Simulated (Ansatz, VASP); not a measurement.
## Si2MoN4: VASP beside Ansatz

Aim: how closely do two programs agree when they are given the same cell, functional and k mesh? The structure shown is the start of the Ansatz relaxation below; VASP solves that cell, so the two are compared at the walk's first step.

Main program and level: Ansatz 0.2.0; plane waves, with VASP 6.6.1 beside it; single point at PBEsol with D3(BJ).

## 1. Set-up

The cell holds 7 atoms: 1 Mo, 4 N and 2 Si. Its edges and angles: a = 2.910 Å, b = 2.910 Å, c = 41.200 Å, α = 90.0°, β = 90.0°, γ = 120.0°. It derives from Mo1N4Si2. Vacuum lies along c.

Coordinates:

```cif
data_structure
_symmetry_space_group_name_H-M 'P 1'
_symmetry_Int_Tables_number 1
_cell_length_a 2.9100
_cell_length_b 2.9100
_cell_length_c 41.2000
_cell_angle_alpha 90.000
_cell_angle_beta 90.000
_cell_angle_gamma 120.000
_cell_volume 302.14
loop_
_atom_site_label
_atom_site_type_symbol
_atom_site_fract_x
_atom_site_fract_y
_atom_site_fract_z
_atom_site_occupancy
Mo1 Mo 0.00000 0.00000 0.50000 1
N2 N 0.33333 0.66667 0.53034 1
N3 N 0.33333 0.66667 0.46966 1
N4 N 0.66667 0.33333 0.58495 1
N5 N 0.66667 0.33333 0.41505 1
Si6 Si 0.33333 0.66667 0.57282 1
Si7 Si 0.33333 0.66667 0.42718 1
```

## 2. Ansatz: relaxation, PBEsol with D3(BJ)

Ansatz runs on its PAW soft_1 files.

The two programs are compared at the cell with which this relaxation starts, whose forces are those of its first step.

input.yaml reads:

```yaml
crystal:
  lattice:
    - [2.91, 0.0, 0.0]
    - [-1.455, 2.520133925, 0.0]
    - [0.0, 0.0, 41.2]
  atoms:
    - { symbol: Mo, position: [0.0, 0.0, 0.5] }
    - { symbol: "N", position: [0.3333333333, 0.6666666667, 0.5303398058] }
    - { symbol: "N", position: [0.3333333333, 0.6666666667, 0.4696601942] }
    - { symbol: Si, position: [0.3333333333, 0.6666666667, 0.572815534] }
    - { symbol: Si, position: [0.3333333333, 0.6666666667, 0.427184466] }
    - { symbol: "N", position: [0.6666666667, 0.3333333333, 0.5849514563] }
    - { symbol: "N", position: [0.6666666667, 0.3333333333, 0.4150485437] }
  periodic: [true, true, false]
kpoints:
  mp_grid: { grid: [9, 9, 1] }
hamiltonian:
  xc: pbesol
  dispersion: d3bj
  pseudopotentials: { kind: paw, azcp: { folder: soft_1 }, xc_functional: pbe }
scf:
  occupations: { method: fermi_dirac, width: 0.02 }
relax:
  f_tol: 0.01
  max_steps: 100
  cell: {}
```

The run is started by

```
$ ansatz run input.yaml --threads 2 --pin off --max-ram 92160MiB --backend cuda --events-out ev --progress --plain --runs-dir out --devices 1 --max-vram 13GiB
```

Numbers of over 12 decimals in the logs are rounded to 6 here.

Output:

```text
GPUs: using 1 of 1 available (devices: 1).
Engine: ansatz 0.2.0, x86_64-unknown-linux-gnu
Pseudopotentials: kind: paw
Pseudopotential: Mo, paw, valence charge 14, recommended cutoff 420 eV (normal), soft_1/Mo.paw.azcp
Pseudopotential: N, paw, valence charge 5, recommended cutoff 420 eV (normal), soft_1/N.paw.azcp
Pseudopotential: Si, paw, valence charge 4, recommended cutoff 420 eV (normal), soft_1/Si.paw.azcp
Functional definition: PBEsol
  exchange = pbesol_x
  correlation = pbesol_c
device memory: the entry about to start is reckoned to put 1.9 GiB on a device that reports 41.2 GiB free (of which the cap on the GPU budget leaves the run 13.0 GiB)
GPU FFT provider: cuFFT
GPU libraries: cuBLAS 13.8.2, cuFFT 12.4.0, cuSOLVER 12.3.4
Crystal: 7 atoms, lattice volume = 302.144 Å³
Basis set: ecut = 420 eV, 5861 PW (Γ), exchange–correlation on 40×40×576 points (8 copies of the dense FFT grid, shifted against one another)
Bands: 28, of which v1, the nominal top of the filled ones, is band 21 counted from 1 (20 counted from 0)
Symmetry: 12 space group operations
Space group: P-6m2 (ITA 187), of the structure as read, at distance tolerance 6.7e-5 Å
k-points: 12 of 81 (time reversal used)
Non-local potential: Mo, projectors of the file, l = 0: 3, l = 1: 2, l = 2: 2, l = 3: 1
Non-local potential: N, projectors of the file, l = 0: 2, l = 1: 2, l = 2: 1
Non-local potential: Si, projectors of the file, l = 0: 2, l = 1: 2, l = 2: 1
PAW form: soft (Blöchl's): semilocal exchange-correlation on the pseudo side does not see the compensation charge
PAW frozen core: Mo, regenerated for the run's functional, and the local potential with it (the file was generated under x = pbe(κ = 0.804, μ = 0.219515), c = pbe(β = 0.066725))
PAW frozen core: N, regenerated for the run's functional, and the local potential with it (the file was generated under x = pbe(κ = 0.804, μ = 0.219515), c = pbe(β = 0.066725))
PAW frozen core: Si, regenerated for the run's functional, and the local potential with it (the file was generated under x = pbe(κ = 0.804, μ = 0.219515), c = pbe(β = 0.066725))
PAW one-centre angular grid: Mo, 590 points (default); XC on 64 Gauss nodes
PAW one-centre angular grid: N, 110 points (default); XC on 64 Gauss nodes
PAW one-centre angular grid: Si, 110 points (default); XC on 64 Gauss nodes
Initial density: superposition of atomic densities (neutral atoms: chi_scale 0, normalization atom)
Initial wavefunctions: pseudopotential atomic-orbital guess
GPU buffer pool allocated for 115200 grid points (all kernels)
GPU transforms: local potential and band sums: pruned to the plane-wave sphere, on 20×20×288
Functional: x = pbesol(κ = 0.804, μ = 0.123457), c = pbesol(β = 0.046)
SCF iter   1: F=—  HF=-7672.516016 eV  |F-HF|=—  |Δ(HF+E_count)|=         —  Δρ=9.70e-2  dr2=3.43e1  ethr=3.10e-3  ⟨swp⟩=18.2  Hψ=3356  notcnv=0
preconditioner: auto → Resta (q_TF=auto, 1.964 Å⁻¹)  ε∞=1.8  [insulator: Δε(μ)=2.009 eV  Ē_g=13.519 eV  σ=0.020 eV  W_gap=1.00  n_scr=24 (ndim 8)  ℏωp=12.5 eV  f_vac=0.735  D(μ)=0.00/eV (n_scr^D=0)  ε∞_Penn≈1.8  vacuum switching on, ρ_ref=1.3e-2 e/Å³]
SCF iter   2: F=—  HF=-7666.528493 eV  |F-HF|=—  |Δ(HF+E_count)|=    5.99e0  Δρ=6.82e-2  dr2=2.28e1  ethr=3.10e-3  ⟨swp⟩=5.8  Hψ=1343  notcnv=0  defer=36
SCF iter   3: F=—  HF=-7663.724892 eV  |F-HF|=—  |Δ(HF+E_count)|=    2.80e0  Δρ=2.31e-2  dr2=2.14e0  ethr=3.10e-3  ⟨swp⟩=5.0  Hψ=1054  notcnv=0  defer=12
SCF iter   4: F=—  HF=-7663.328140 eV  |F-HF|=—  |Δ(HF+E_count)|=   3.97e-1  Δρ=1.07e-2  dr2=2.23e-1  ethr=3.10e-3  ⟨swp⟩=2.9  Hψ=708  notcnv=0  defer=12
SCF iter   5: F=—  HF=-7663.329614 eV  |F-HF|=—  |Δ(HF+E_count)|=   1.47e-3  Δρ=5.11e-3  dr2=1.07e-1  ethr=5.31e-4  ⟨swp⟩=3.2  Hψ=901  notcnv=0  defer=12
SCF iter   6: F=—  HF=-7663.313891 eV  |F-HF|=—  |Δ(HF+E_count)|=   1.57e-2  Δρ=2.83e-3  dr2=3.46e-2  ethr=2.55e-4  ⟨swp⟩=2.8  Hψ=560  notcnv=0  defer=12
SCF iter   7: F=—  HF=-7663.309815 eV  |F-HF|=—  |Δ(HF+E_count)|=   4.08e-3  Δρ=5.18e-4  dr2=7.13e-4  ethr=8.24e-5  ⟨swp⟩=3.2  Hψ=733  notcnv=0  defer=12
SCF iter   8: F=—  HF=-7663.309390 eV  |F-HF|=—  |Δ(HF+E_count)|=   4.25e-4  Δρ=1.74e-4  dr2=7.00e-5  ethr=1.70e-6  ⟨swp⟩=3.8  Hψ=853  notcnv=0  defer=12
SCF iter   9: F=—  HF=-7663.309508 eV  |F-HF|=—  |Δ(HF+E_count)|=   1.18e-4  Δρ=7.33e-5  dr2=2.79e-5  ethr=1.67e-7  ⟨swp⟩=3.6  Hψ=728  notcnv=0  defer=12
SCF iter  10: F=—  HF=-7663.309504 eV  |F-HF|=—  |Δ(HF+E_count)|=   4.68e-6  Δρ=3.53e-5  dr2=6.44e-6  ethr=6.64e-8  ⟨swp⟩=2.4  Hψ=520  notcnv=0  defer=12
[...]
SCF 1 converged in 12 iterations: F = -7663.309503 eV  dr2 = 9.42e-8
[...]
basis re-selected at this cell: Δ(F+E_penalty+E_count) = +2.314e-3 eV, ΔP = -0.073 N/m vs the last step (what re-selecting the basis moved, of the pressure what is left beyond the Pulay correction that the steps carried, after the strain that the cell walked since its last selection, with what the two solves' SCF thresholds leave and, on support functions, any second-order correction that the steps lacked; it is no m [...]
device memory: the entry about to start is reckoned to put 1.8 GiB on a device that reports 51.8 GiB free (of which the cap on the GPU budget leaves the run 13.0 GiB)
GPU FFT provider: cuFFT
[...]
SCF iter   5: F=-7663.371420 eV  HF=-7663.371420 eV  |F-HF|=6.28e-11  |Δ(HF+E_count)|=   7.57e-9  Δρ=7.56e-7  dr2=1.61e-9  ethr=2.06e-11  ⟨swp⟩=5.8  Hψ=1830  notcnv=0
SCF 7 converged in 5 iterations: F = -7663.371420 eV  dr2 = 1.61e-9
relax step   7: F+E_penalty+E_count = -7663.37141987 eV  Δ(F+E_penalty+E_count) = -3.425e-5 eV  max|allowed force component| = 3.234e-5 eV/Å  Δτ_max = 0.0002 Å  P = -0.002 N/m  Ω = 295.542 Å³  energy of the carried Pulay correction = +2.787e-5 eV  fix = [c, alpha, beta]  reactions: c +0.000 N/m  (5 SCF iters, dr2 threshold 8.66e-9 eV, accepted)
device memory: the entry about to start is reckoned to put 1.8 GiB on a device that reports 51.3 GiB free (of which the cap on the GPU budget leaves the run 13.0 GiB)
GPU FFT provider: cuFFT
GPU libraries: cuBLAS 13.8.2, cuFFT 12.4.0, cuSOLVER 12.3.4
GPU buffer pool allocated for 115200 grid points (all kernels)
GPU transforms: local potential and band sums: pruned to the plane-wave sphere, on 20×20×288
iter 1 solved again at ethr=9.58e-8 eV; its pass at ethr=3.10e-3 eV (dr2=4.02e-5 eV) is discarded
SCF iter   1: F=—  HF=-7663.371361 eV  |F-HF|=—  |Δ(HF+E_count)|=         —  Δρ=2.24e-6  dr2=8.47e-9  ethr=9.58e-8  ⟨swp⟩=7.2  Hψ=5304  notcnv=0
eigensolver tolerance schedule: the retry pair's looser diagonalisation over-reported the residual by 4746.92 of it (diagonalisation noise at 0.17 of the residual, at the tolerance the schedule requests for it); recorded, not acted on — ethr = c·dr2/N_el stays at c = 1.0e-1
SCF iter   2: F=—  HF=-7663.371403 eV  |F-HF|=—  |Δ(HF+E_count)|=   4.24e-5  Δρ=1.26e-6  dr2=3.34e-9  ethr=2.02e-11  ⟨swp⟩=6.4  Hψ=1488  notcnv=0
SCF iter   3: F=—  HF=-7663.371403 eV  |F-HF|=—  |Δ(HF+E_count)|=  6.04e-10  Δρ=7.37e-7  dr2=1.06e-9  ethr=7.95e-12  ⟨swp⟩=2.8  Hψ=593  notcnv=0
SCF iter   4: F=—  HF=-7663.371403 eV  |F-HF|=—  |Δ(HF+E_count)|=  4.18e-11  Δρ=4.84e-7  dr2=7.03e-10  ethr=2.52e-12  ⟨swp⟩=3.8  Hψ=714  notcnv=0
SCF iter   5: F=—  HF=-7663.371403 eV  |F-HF|=—  |Δ(HF+E_count)|=  1.67e-10  Δρ=9.81e-8  dr2=4.47e-11  ethr=1.67e-12  ⟨swp⟩=3.2  Hψ=688  notcnv=0
SCF iter   6: F=-7663.371403 eV  HF=-7663.371403 eV  |F-HF|=9.91e-11  |Δ(HF+E_count)|=  3.64e-12  Δρ=1.09e-7  dr2=2.17e-11  ethr=1.00e-12  ⟨swp⟩=14.8  Hψ=3011  notcnv=0
SCF 8 converged in 6 iterations: F = -7663.371403 eV  dr2 = 2.17e-11
relax step   8: F+E_penalty+E_count = -7663.37140316 eV  Δ(F+E_penalty+E_count) = +1.671e-5 eV  max|allowed force component| = 4.547e-5 eV/Å  Δτ_max = 0.0000 Å  P = -0.003 N/m  Ω = 295.542 Å³  fix = [c, alpha, beta]  reactions: c +0.000 N/m  stress off target by 2.60e-3 N/m on what of the cell is left free  SCF on the basis re-selected at this cell (its energy is not comparable with the rows above)  (6 SCF iters)
basis re-selected at this cell: Δ(F+E_penalty+E_count) = +1.671e-5 eV, ΔP = -0.000 N/m vs the last step (what re-selecting the basis moved, of the pressure what is left beyond the Pulay correction that the steps carried, after the strain that the cell walked since its last selection, with what the two solves' SCF thresholds leave and, on support functions, any second-order correction that the steps lacked; it is no m [...]
SCF converged after 6 iterations
Free energy (F): -7663.371403 eV
Harris-Foulkes:  -7663.371403 eV  (|F-HF|=9.91e-11)
Internal energy: -7663.371403 eV  (E = F + TS)
E sigma→0 (E₀):  -7663.371403 eV
Fermi energy:    -4.530700 eV
--- Per-component energies (eV) ---
  E_band       = -818.441527
  E_kinetic    = 1037.946193
  E_local      = -173084.921884  (includes V_loc(G=0)·N_el)
  E_nonlocal   = 331.487912
  E_hartree    = 85882.247543
  E_xc         = -528.162001
  E_vxc        = -622.026036  (∫ρ·V_xc dr)
  E_paw        = -4643.122736  (= ΣΔE_a)
  E_vpaw       = -245.426433  (= ΣTr[D̂ρ^β])
  E_aug_tail   = 0.003477  (compensation charges beyond the density's cutoff)
  E_ewald      = 83342.208482
  E_disp       = -1.443206  (pairwise vdW)
  E_core_change = 0.384817  (= ΣΔE_core)
  E_smearing   = -0.000000  (= −TS)
  E_closure    = -0.000000  (closes the sum)
  Σ components = -7663.371403   (vs F -7663.371403, Δ=0.00e0)
--- Forces (eV/Å), atoms counted from 1 ---
  atom   1  Mo     0.00000000    -0.00000000     0.00000000
  atom   2  N     -0.00000000     0.00000000    -0.00000500
  atom   3  N     -0.00000000     0.00000000     0.00000500
  atom   4  Si     0.00000000    -0.00000000    -0.00000097
  atom   5  Si     0.00000000    -0.00000000     0.00000097
  atom   6  N      0.00000000     0.00000000    -0.00004547
  atom   7  N      0.00000000     0.00000000     0.00004547
  max |Σ_I F_I| component: 1.85e-16 eV/Å
--- 2D stress c σ (N/m, compression-positive) ---
       -0.002599       0.000000       0.000000
        0.000000      -0.002599       0.000000
        0.000000       0.000000       0.000000
  P = ½ c Tr σ = -0.0026 N/m
--- Band table (eV; the first three rows and the last of 12) ---
  k-point 0: bands = [... 17 lower, -8.0665, -8.0665, -7.7984, -5.4132, -2.5552, -2.5552, -2.2549, -2.2549, ... 3 higher]
  k-point 1: bands = [... 17 lower, -8.3322, -8.3034, -7.5919, -5.6814, -2.7310, -2.6002, -2.3275, -1.9199, ... 3 higher]
  k-point 2: bands = [... 17 lower, -8.7344, -8.6491, -7.7256, -6.4321, -2.6584, -2.6442, -2.0433, -1.2103, ... 3 higher]
  k-point 11: bands = [... 17 lower, -8.5201, -8.0705, -7.6990, -5.7792, -3.6343, -1.2157, -0.3809, -0.2489, ... 3 higher]
  ° read free of the cell's end (the report's vacuum.weakly_bound_levels)
--- Relaxed structure (6 steps of the walk, 6 accepted, 2 SCFs on fresh bases) ---
  F+E_penalty+E_count = -7663.37140316 eV   max|allowed force component| = 4.547e-5 eV/Å   (the final SCF, on the basis selected at the relaxed cell)
  cell:  # Å, volume = 295.5423 Å³
    - [2.878034, 0.0, 0.0]
    - [-1.439017, 2.492451, 0.0]
    - [0.0, 0.0, 41.2]
  atoms:
    - { symbol: Mo, position: [-4.758098676895717e-17, -5.2867763078234667e-17, 0.500000] }
    - { symbol: N, position: [0.333333, 0.666667, 0.529951] }
    - { symbol: N, position: [0.333333, 0.666667, 0.470049] }
    - { symbol: Si, position: [0.333333, 0.666667, 0.572067] }
    - { symbol: Si, position: [0.333333, 0.666667, 0.427933] }
    - { symbol: N, position: [0.666667, 0.333333, 0.584488] }
    - { symbol: N, position: [0.666667, 0.333333, 0.415512] }
```

In the SCF lines HF is the Harris–Foulkes energy and dr2 the Hartree energy of the density residual, in eV; the loop may stop once dr2 is under the threshold and the program's other checks hold. Hψ counts applications of the Hamiltonian.

(Continued in part 2 of 2.)

[Lines on the potential files, build, host, timing and source positions are cut from VASP's logs without a mark.]

[Logs are printed without paths, hosts, clocks, repeated set-up lines and the standing remarks that a program may print on its own settings, such as how far it seeks lower states.]

[Hosts, paths, dates, database ids (printed as entryN), source tags and the programs' standing remarks are cut or masked in the printed files.]
